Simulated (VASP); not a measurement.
```
SnO
1.0
    3.92867     0.00000     0.00000
    0.00000     3.92867     0.00000
    0.00000     0.00000     5.36693
Sn O
2 2
Cartesian
  1.96434   0.00000   4.20427
  0.00000   1.96434   1.16265
  1.96434   1.96434   0.00000
  0.00000   0.00000   0.00000
```

All values below come from vdW-DF2, VASP's PBE PAW potentials (set 64) (plane waves; VASP). Run with 520 eV cut-off, 6×6×4 Γ-centred mesh, Gaussian smearing of 0.050 eV, potentials Sn_d O.

The ions and cell shape at fixed volume are relaxed. Give the cell that the relaxation ends in.

```
SnO
1.0
    3.95503     0.00000     0.00000
    0.00000     3.95503     0.00000
    0.00000     0.00000     5.29565
Sn O
2 2
Direct
  0.50000   0.00000   0.77795
  0.00000   0.50000   0.22205
  0.50000   0.50000   0.00000
  0.00000   0.00000   0.00000
```
Space group P4/nmm (129), at a tolerance of 0.03 Å.

How much energy does the relaxation gain?

The energy (σ→0) changes by -3.0 meV/atom, in 5 ionic steps.

The compound is SnO in the litharge structure. This cell is one point of a volume scan, at 0.97 of the reference volume. Symmetry was kept, so distortions that lower it aren't found.
